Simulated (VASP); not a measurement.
Ti2SiTe2:

```
Ti Si Te
1.0
     3.63182    0.00000    0.00000
    -1.81591    3.14525    0.00000
     0.00000    0.00000   10.00600
Ti Si Te
2 1 2
Direct
  0.33333 0.66667 0.14401
  0.66667 0.33333 0.85599
  0.00000 0.00000 0.00000
  0.66667 0.33333 0.32810
  0.33333 0.66667 0.67190
```

The cell was built by a generator and needn't be a form met in nature.

* Program: VASP 6.6.1
* Task: relaxation of cell and atoms
* Functional: PBE
* Potentials or basis: VASP PAW PBE potentials, release 64 (Ti_sv, Si, Te)
* Cutoff: 520 eV
* k mesh: 10 × 10 × 4
* Occupations: gaussian, width 0.1 eV
* Spin: no spin polarisation

At the start: pressure 0.2 GPa; volume 22.86 Å³/atom.

**Question.** How do energy, volume and symmetry change on relaxing?

**Answer.** Over 15 steps the energy falls by 4.8 meV/atom and the volume is 23.60 Å³/atom (+3.2 %); space group P-3m1 (No. 164, to 0.05 Å).

Step by step:
```csv
step,energy change (eV),largest force (eV/Å),pressure (GPa),volume (Å³)
1,0.0000,0.3604,0.20,114.30
2,-0.0153,0.1014,0.31,114.76
3,-0.0165,0.0552,0.37,114.92
4,-0.0175,0.0883,-0.20,115.91
5,-0.0176,0.0776,-0.11,115.73
6,-0.0185,0.0658,-0.07,115.88
7,-0.0200,0.0298,-0.01,116.36
8,-0.0202,0.0141,0.00,116.57
9,-0.0212,0.0159,0.01,116.76
10,-0.0231,0.0332,0.04,117.32
11,-0.0224,0.0957,0.13,118.42
12,-0.0235,0.0612,0.05,117.79
13,-0.0235,0.0546,0.05,117.68
14,-0.0238,0.0298,-0.01,118.11
15,-0.0238,0.0072,0.00,117.99
```

Final structure:
```
CELL_PARAMETERS angstrom
3.65899 0.00000 0.00000
-1.82949 3.16878 0.00000
0.00000 0.00000 10.17638
ATOMIC_POSITIONS crystal
Ti 0.33333 0.66667 0.14268
Ti 0.66667 0.33333 0.85732
Si 0.00000 0.00000 0.00000
Te 0.66667 0.33333 0.31872
Te 0.33333 0.66667 0.68128
```

Caveat: this functional lacks dispersion, which binds the layers, so the pressure and a relaxed spacing across them are unreliable.
